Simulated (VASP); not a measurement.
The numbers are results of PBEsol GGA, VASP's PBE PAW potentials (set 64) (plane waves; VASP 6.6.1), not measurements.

VASP input:

**INCAR**
```
SYSTEM = TiCo
PREC = Accurate; ENCUT = 530; LREAL = .FALSE.
LASPH = .TRUE.
EDIFF = 1E-7; NELM = 100; ALGO = Normal
LMAXMIX = 4
ISMEAR = 1; SIGMA = 0.1
GGA = PS
IBRION = 6; NSW = 1; ISIF = 3
POTIM = 0.015; NFREE = 2
LWAVE = .FALSE.; LCHARG = .FALSE.
```

POSCAR:
```
TiCo
1
    2.9273115350     0.0000000000     0.0000000000
    0.0000000000     2.9273115350     0.0000000000
   -0.0000000000     0.0000000000     2.9273115350
Ti Co
1 1
Direct
  0.0000000000   0.0000000000   0.0000000000
  0.5000000000   0.5000000000   0.5000000000
```

### KPOINTS
```
Automatic mesh
0
Gamma
11 11 11
0 0 0
```

POTCAR, in this order: Ti_sv Co (PBE.64 set). Program: vasp_std.

Output

OUTCAR:
```
 ion  position               nearest neighbor table
   1  0.000  0.000  0.000-   2 2.54   2 2.54   2 2.54   2 2.54   2 2.54   2 2.54   2 2.54   2 2.54
  LATTYP: Found a simple cubic cell.
 ALAT       =     2.9273115350
 Subroutine PRICEL returns:
 Original cell was already a primitive cell.
 Subroutine GETGRP returns: Found 48 space group operations
The static configuration has the point symmetry O_h .
The dynamic configuration has the point symmetry O_h .
 Subroutine INISYM returns: Found 48 space group operations
 Subroutine IBZKPT returns following result:
 Found     56 irreducible k-points:

 Following reciprocal coordinates:
            Coordinates               Weight
  0.000000  0.000000  0.000000      1.000000
  0.090909  0.000000  0.000000      6.000000
  0.181818  0.000000  0.000000      6.000000
  0.272727  0.000000  0.000000      6.000000
  0.363636  0.000000  0.000000      6.000000
  0.454545  0.000000  0.000000      6.000000
  0.090909  0.090909  0.000000     12.000000
  0.181818  0.090909  0.000000     24.000000
  0.272727  0.090909  0.000000     24.000000
  0.363636  0.090909  0.000000     24.000000
  0.454545  0.090909  0.000000     24.000000
  0.181818  0.181818  0.000000     12.000000
  0.272727  0.181818  0.000000     24.000000
  0.363636  0.181818  0.000000     24.000000
  0.454545  0.181818  0.000000     24.000000
  0.272727  0.272727  0.000000     12.000000
  0.363636  0.272727  0.000000     24.000000
  0.454545  0.272727  0.000000     24.000000
  0.363636  0.363636  0.000000     12.000000
  0.454545  0.363636  0.000000     24.000000
  0.454545  0.454545  0.000000     12.000000
  0.090909  0.090909  0.090909      8.000000
  0.181818  0.090909  0.090909     24.000000
  0.272727  0.090909  0.090909     24.000000
  0.363636  0.090909  0.090909     24.000000
  0.454545  0.090909  0.090909     24.000000
  0.181818  0.181818  0.090909     24.000000
  0.272727  0.181818  0.090909     48.000000
  0.363636  0.181818  0.090909     48.000000
  0.454545  0.181818  0.090909     48.000000
  0.272727  0.272727  0.090909     24.000000
  0.363636  0.272727  0.090909     48.000000
  0.454545  0.272727  0.090909     48.000000
  0.363636  0.363636  0.090909     24.000000
  0.454545  0.363636  0.090909     48.000000
  0.454545  0.454545  0.090909     24.000000
  0.181818  0.181818  0.181818      8.000000
  0.272727  0.181818  0.181818     24.000000
  0.363636  0.181818  0.181818     24.000000
  0.454545  0.181818  0.181818     24.000000
 Subroutine IBZKPT_HF returns following result:
   k-points           NKPTS =     56   k-points in BZ     NKDIM =     56   number of bands    NBANDS=     14
   number of dos      NEDOS =    301   number of ions     NIONS =      2
   total plane-waves  NPLWV =  13824
   dimension x,y,z NGX =    24 NGY =   24 NGZ =   24
   dimension x,y,z NGXF=    48 NGYF=   48 NGZF=   48
   ions per type =               1   1
   PREC   = accura    normal or accurate (medium, high low for compatibility)
   ISTART =      0    job   : 0-new  1-cont  2-samecut
   ICHARG =      2    charge: 1-file 2-atom 10-const
   ISPIN  =      1    spin polarized calculation?
   LNONCOLLINEAR =      F non collinear calculations
   LSORBIT =      F    spin-orbit coupling
   INIWAV =      1    electr: 0-lowe 1-rand  2-diag
   ENCUT  =  530.0 eV  38.95 Ry    6.24 a.u.   5.49  5.49  5.49*2*pi/ulx,y,z
   NELM   =    100;   NELMIN=  2; NELMDL= -5     # of ELM steps
   EDIFF  = 0.1E-06   stopping-criterion for ELM
   LREAL  =      F    real-space projection
   NLSPLINE    = F    spline interpolate recip. space projectors
   LMAXMIX     =    4 max onsite mixed and CHGCAR
...
```

File OSZICAR:
```
...
DAV:   9    -0.168902356512E+02    0.12441E-07   -0.97812E-08  6372   0.598E-03
   9 F= -.16890236E+02 E0= -.16890454E+02  d E =0.655591E-03
       N       E                     dE             d eps       ncg     rms          rms(c)
DAV:   1    -0.169170195405E+02   -0.26784E-01   -0.13686E+00 11684   0.156E+01    0.105E+00
DAV:   2    -0.169008185702E+02    0.16201E-01   -0.66980E-02 11586   0.358E+00    0.601E-01
DAV:   3    -0.168969516511E+02    0.38669E-02   -0.54445E-02 16932   0.315E+00    0.906E-01
DAV:   4    -0.168903563452E+02    0.65953E-02   -0.33541E-02 15508   0.222E+00    0.868E-02
DAV:   5    -0.168902286762E+02    0.12767E-03   -0.88595E-04 14912   0.454E-01    0.354E-02
DAV:   6    -0.168902284319E+02    0.24438E-06   -0.11866E-04 15720   0.142E-01    0.128E-02
DAV:   7    -0.168902345809E+02   -0.61491E-05   -0.13729E-05 13220   0.489E-02    0.452E-03
DAV:   8    -0.168902354472E+02   -0.86628E-06   -0.13652E-06 14592   0.149E-02    0.106E-03
DAV:   9    -0.168902355203E+02   -0.73152E-07   -0.54893E-08  6168   0.429E-03
  10 F= -.16890236E+02 E0= -.16890454E+02  d E =0.655573E-03
       N       E                     dE             d eps       ncg     rms          rms(c)
DAV:   1    -0.169506580846E+02   -0.60423E-01   -0.16204E+00 11962   0.165E+01    0.165E+00
DAV:   2    -0.169078616314E+02    0.42796E-01   -0.94096E-02 11504   0.427E+00    0.867E-01
DAV:   3    -0.168902450873E+02    0.17617E-01   -0.38581E-02 15546   0.239E+00    0.875E-02
DAV:   4    -0.168902835770E+02   -0.38490E-04   -0.26947E-03 10948   0.770E-01    0.632E-02
DAV:   5    -0.168902649610E+02    0.18616E-04   -0.29694E-04 16734   0.219E-01    0.444E-02
DAV:   6    -0.168902357250E+02    0.29236E-04   -0.57984E-05 16410   0.131E-01    0.108E-02
DAV:   7    -0.168902359137E+02   -0.18872E-06   -0.44153E-06 14450   0.257E-02    0.356E-03
DAV:   8    -0.168902356655E+02    0.24818E-06   -0.55021E-07 12042   0.834E-03    0.112E-03
DAV:   9    -0.168902356506E+02    0.14980E-07   -0.43586E-08  5766   0.440E-03
  11 F= -.16890236E+02 E0= -.16890454E+02  d E =0.655607E-03
       N       E                     dE             d eps       ncg     rms          rms(c)
DAV:   1    -0.169196930112E+02   -0.29457E-01   -0.14425E+00 11440   0.156E+01    0.105E+00
DAV:   2    -0.169025430596E+02    0.17150E-01   -0.68513E-02 11166   0.349E+00    0.601E-01
DAV:   3    -0.168980491793E+02    0.44939E-02   -0.60861E-02 17060   0.320E+00    0.960E-01
DAV:   4    -0.168906051228E+02    0.74441E-02   -0.40261E-02 15506   0.239E+00    0.890E-02
DAV:   5    -0.168903586981E+02    0.24642E-03   -0.82306E-04 13854   0.429E-01    0.330E-02
DAV:   6    -0.168902373637E+02    0.12133E-03   -0.12515E-04 16292   0.145E-01    0.822E-03
DAV:   7    -0.168902334103E+02    0.39534E-05   -0.11305E-05 11352   0.492E-02    0.364E-03
DAV:   8    -0.168902353442E+02   -0.19339E-05   -0.75361E-07 13732   0.112E-02    0.978E-04
DAV:   9    -0.168902355077E+02   -0.16342E-06   -0.63917E-08  6504   0.462E-03    0.254E-04
DAV:  10    -0.168902356342E+02   -0.12658E-06   -0.12746E-08  5670   0.163E-03    0.119E-04
DAV:  11    -0.168902356323E+02    0.18840E-08   -0.37029E-09  5418   0.904E-04
  12 F= -.16890236E+02 E0= -.16890454E+02  d E =0.655589E-03
       N       E                     dE             d eps       ncg     rms          rms(c)
DAV:   1    -0.169506221923E+02   -0.60387E-01   -0.15558E+00 11932   0.165E+01    0.165E+00
DAV:   2    -0.169079261378E+02    0.42696E-01   -0.92983E-02 11456   0.426E+00    0.869E-01
DAV:   3    -0.168923055719E+02    0.15621E-01   -0.50327E-02 16368   0.283E+00    0.512E-01
DAV:   4    -0.168904486770E+02    0.18569E-02   -0.14566E-02 15186   0.152E+00    0.966E-02
DAV:   5    -0.168902720375E+02    0.17664E-03   -0.52435E-04 16260   0.385E-01    0.416E-02
DAV:   6    -0.168902362392E+02    0.35798E-04   -0.66137E-05 16686   0.135E-01    0.140E-02
DAV:   7    -0.168902362121E+02    0.27058E-07   -0.91000E-06 14046   0.358E-02    0.423E-03
DAV:   8    -0.168902356718E+02    0.54035E-06   -0.11869E-06 12494   0.135E-02    0.147E-03
DAV:   9    -0.168902356542E+02    0.17546E-07   -0.90103E-08  6126   0.604E-03
  13 F= -.16890236E+02 E0= -.16890454E+02  d E =0.655635E-03
       N       E                     dE             d eps       ncg     rms          rms(c)
DAV:   1    -0.168942120862E+02   -0.39764E-02   -0.14815E+00  4620   0.264E+01    0.693E-01
DAV:   2    -0.168997238179E+02   -0.55117E-02   -0.17572E-01  3528   0.508E+00    0.428E-01
DAV:   3    -0.168977192115E+02    0.20046E-02   -0.37366E-02  5792   0.255E+00    0.789E-01
DAV:   4    -0.168916488089E+02    0.60704E-02   -0.31334E-02  5288   0.213E+00    0.132E-01
DAV:   5    -0.168908556173E+02    0.79319E-03   -0.13347E-03  5648   0.486E-01    0.227E-02
DAV:   6    -0.168908411187E+02    0.14499E-04   -0.85713E-05  4054   0.136E-01    0.604E-03
DAV:   7    -0.168908401639E+02    0.95482E-06   -0.87546E-06  4506   0.349E-02    0.289E-03
DAV:   8    -0.168908398889E+02    0.27501E-06   -0.48024E-07  3812   0.947E-03    0.890E-04
DAV:   9    -0.168908402582E+02   -0.36926E-06   -0.50130E-08  2148   0.385E-03    0.173E-04
DAV:  10    -0.168908402737E+02   -0.15497E-07   -0.21662E-08  1926   0.196E-03
  14 F= -.16890840E+02 E0= -.16891068E+02  d E =0.683079E-03
       N       E                     dE             d eps       ncg     rms          rms(c)
DAV:   1    -0.168670158942E+02    0.23824E-01   -0.24277E+00  4320   0.388E+01    0.378E-01
DAV:   2    -0.168907019280E+02   -0.23686E-01   -0.25001E-01  3528   0.575E+00    0.202E-01
DAV:   3    -0.168910628856E+02   -0.36096E-03   -0.57991E-03  4886   0.106E+00    0.177E-01
DAV:   4    -0.168910054037E+02    0.57482E-04   -0.29027E-03  5212   0.682E-01    0.150E-01
DAV:   5    -0.168908421843E+02    0.16322E-03   -0.70571E-04  5386   0.392E-01    0.123E-02
DAV:   6    -0.168908406407E+02    0.15436E-05   -0.16706E-05  4272   0.740E-02    0.517E-03
DAV:   7    -0.168908401864E+02    0.45429E-06   -0.35262E-06  5212   0.364E-02    0.146E-03
DAV:   8    -0.168908402948E+02   -0.10843E-06   -0.13352E-06  3702   0.140E-02    0.736E-04
DAV:   9    -0.168908402947E+02    0.12506E-09   -0.57282E-08  2308   0.301E-03
  15 F= -.16890840E+02 E0= -.16891068E+02  d E =0.683113E-03
       N       E                     dE             d eps       ncg     rms          rms(c)
DAV:   1    -0.168800440474E+02    0.10796E-01   -0.16967E+00  4300   0.260E+01    0.205E-01
DAV:   2    -0.168909991558E+02   -0.10955E-01   -0.11496E-01  3528   0.409E+00    0.157E-01
DAV:   3    -0.168913918413E+02   -0.39269E-03   -0.59464E-03  5390   0.102E+00    0.241E-01
DAV:   4    -0.168908554683E+02    0.53637E-03   -0.20379E-03  5282   0.545E-01    0.348E-02
DAV:   5    -0.168908393914E+02    0.16077E-04   -0.77036E-05  3816   0.813E-02    0.632E-03
DAV:   6    -0.168908392301E+02    0.16130E-06   -0.42314E-06  4678   0.272E-02    0.276E-03
DAV:   7    -0.168908392729E+02   -0.42800E-07   -0.36566E-07  3508   0.849E-03
  16 F= -.16890839E+02 E0= -.16891067E+02  d E =0.682869E-03
       N       E                     dE             d eps       ncg     rms          rms(c)
DAV:   1    -0.168898314687E+02    0.10078E-02   -0.25469E+00  3528   0.102E+01    0.221E-01
DAV:   2    -0.168919780424E+02   -0.21466E-02   -0.26870E-02  5326   0.183E+00    0.308E-01
DAV:   3    -0.168913404690E+02    0.63757E-03   -0.38632E-03  5228   0.726E-01    0.150E-01
DAV:   4    -0.168908905129E+02    0.44996E-03   -0.87340E-04  4010   0.310E-01    0.791E-02
DAV:   5    -0.168908465274E+02    0.43986E-04   -0.20945E-04  5546   0.169E-01    0.220E-02
DAV:   6    -0.168908396262E+02    0.69012E-05   -0.17820E-05  4762   0.532E-02    0.686E-03
DAV:   7    -0.168908392855E+02    0.34071E-06   -0.17639E-06  5276   0.159E-02    0.128E-03
DAV:   8    -0.168908392864E+02   -0.85720E-09   -0.66768E-08  2166   0.368E-03
  17 F= -.16890839E+02 E0= -.16891067E+02  d E =0.683073E-03
```

File OUTCAR:
```
------------------------ aborting loop because EDIFF is reached ----------------------------------------
  FORCE on cell =-STRESS in cart. coord.  units (eV):
  Direction    XX          YY          ZZ          XY          YZ          ZX
  --------------------------------------------------------------------------------------
  Total        0.1153040      0.1182106      0.1182106      0.0000000      0.0000000     -0.0000000
  in kB        7.3645807      7.5502288      7.5502288      0.0000000      0.0000000     -0.0000000
  external PRESSURE =       7.4883461 kB  Pullay stress =       0.0000000 kB
  volume of cell :       25.08
      direct lattice vectors                 reciprocal lattice vectors
     2.927311535  0.000000000  0.000000000     0.341610378  0.000000000  0.000000000
     0.000000000  2.927311535  0.000000000     0.000000000  0.341610378  0.000000000
     0.000000000  0.000000000  2.927311535     0.000000000  0.000000000  0.341610378
 POSITION                                       TOTAL-FORCE (eV/Angst)
 -----------------------------------------------------------------------------------
      0.00000      0.00000      0.00000        -0.073674     -0.000000      0.000000
      1.44866      1.46366      1.46366         0.073674      0.000000     -0.000000
 -----------------------------------------------------------------------------------
    total drift:                                0.000265      0.000000     -0.000003
  FREE ENERGIE OF THE ION-ELECTRON SYSTEM (eV)
  ---------------------------------------------------
  free  energy   TOTEN  =       -16.8908392864 eV

  energy  without entropy=      -16.8915223593  energy(sigma->0) =      -16.89106698

   1 f  =    6.735202 THz    42.318520 2PiTHz  224.662146 cm-1    27.854544 meV
             X         Y         Z           dx          dy          dz
      0.000000  0.000000  0.000000     0.000000    0.742635   -0.000000
      1.463656  1.463656  1.463656     0.000000   -0.669696    0.000000

   2 f  =    6.735202 THz    42.318520 2PiTHz  224.662146 cm-1    27.854544 meV
             X         Y         Z           dx          dy          dz
      0.000000  0.000000  0.000000     0.742635   -0.000000   -0.000000
      1.463656  1.463656  1.463656    -0.669696    0.000000    0.000000

   3 f  =    6.735202 THz    42.318520 2PiTHz  224.662146 cm-1    27.854544 meV
             X         Y         Z           dx          dy          dz
      0.000000  0.000000  0.000000    -0.000000   -0.000000   -0.742635
      1.463656  1.463656  1.463656     0.000000    0.000000    0.669696

   4 f/i=    0.001575 THz     0.009894 2PiTHz    0.052525 cm-1     0.006512 meV
             X         Y         Z           dx          dy          dz
      0.000000  0.000000  0.000000     0.669696   -0.000000    0.000000
      1.463656  1.463656  1.463656     0.742635   -0.000000    0.000000

   5 f/i=    0.001575 THz     0.009894 2PiTHz    0.052525 cm-1     0.006512 meV
             X         Y         Z           dx          dy          dz
      0.000000  0.000000  0.000000     0.000000    0.669696   -0.000000
      1.463656  1.463656  1.463656     0.000000    0.742635    0.000000

   6 f/i=    0.001575 THz     0.009894 2PiTHz    0.052525 cm-1     0.006512 meV
             X         Y         Z           dx          dy          dz
      0.000000  0.000000  0.000000    -0.000000   -0.000000   -0.669696
      1.463656  1.463656  1.463656     0.000000    0.000000   -0.742635

 ELASTIC MODULI CONTR FROM IONIC RELAXATION (kBar)
 Direction    XX          YY          ZZ          XY          YZ          ZX
 --------------------------------------------------------------------------------
 XX           0.0000      0.0000      0.0000      0.0000      0.0000      0.0000
 YY           0.0000      0.0000      0.0000      0.0000      0.0000      0.0000
 ZZ           0.0000      0.0000      0.0000      0.0000      0.0000      0.0000
 XY           0.0000      0.0000      0.0000      0.0000      0.0000      0.0000
 YZ           0.0000      0.0000      0.0000      0.0000      0.0000      0.0000
 ZX           0.0000      0.0000      0.0000      0.0000      0.0000      0.0000
 --------------------------------------------------------------------------------

 TOTAL ELASTIC MODULI (kBar)
 Direction    XX          YY          ZZ          XY          YZ          ZX
 --------------------------------------------------------------------------------
 XX        2054.0077   1925.8657   1925.8657      0.0000      0.0000     -0.0000
 YY        1925.8657   2054.0077   1925.8657      0.0000      0.0000     -0.0000
 ZZ        1925.8657   1925.8657   2054.0077      0.0000      0.0000     -0.0000
 XY           0.0000      0.0000      0.0000    654.6527      0.0000      0.0000
 YZ           0.0000      0.0000      0.0000      0.0000    654.6527      0.0000
 ZX          -0.0000     -0.0000     -0.0000      0.0000      0.0000    654.6527
 --------------------------------------------------------------------------------
```
(Selected blocks of OUTCAR.)

Finite-difference elastic constants of metals are sensitive to mesh and smearing; shear constants can be off by tens of GPa.

The compound is TiCo in the CsCl type structure. It was relaxed first, which changed the volume by -6 %. The run is not spin-polarised, so no magnetic state was tried. The electron count is odd and the run is not spin-polarised, which forces a metal.
